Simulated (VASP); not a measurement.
Data:

```yaml
crystal:
  lattice:
    - [0.00000, 2.09808, 2.09808]
    - [2.09808, 0.00000, 2.09808]
    - [2.09808, 2.09808, 0.00000]
  atoms:
    - { symbol: Mg, position: [0.00000, 0.00000, 0.00000] }
    - { symbol: O, position: [0.50000, 0.50000, 0.50000] }
```

Method: MS2 meta-GGA, VASP's PBE PAW potentials (set 64) (plane waves; VASP). Numerical set-up: 520 eV cut-off, 11×11×11 Γ-centred mesh, Gaussian smearing of 0.050 eV, potentials Mg O.

Question: What does the run give for the energy per atom (σ→0), band gap (on the k-mesh) with the smallest direct gap where there is one?

Answer: 
| Quantity | Value |
|---|---|
| band gap (on the k-mesh) | 5.24 eV |
| smallest direct gap (on the k-mesh) | 5.24 eV |
| energy per atom (σ→0) | -8946 meV/atom |

Total energies compare only between runs with the same potentials, cut-off and functional.

The compound is MgO in the rock salt structure. It was relaxed first.
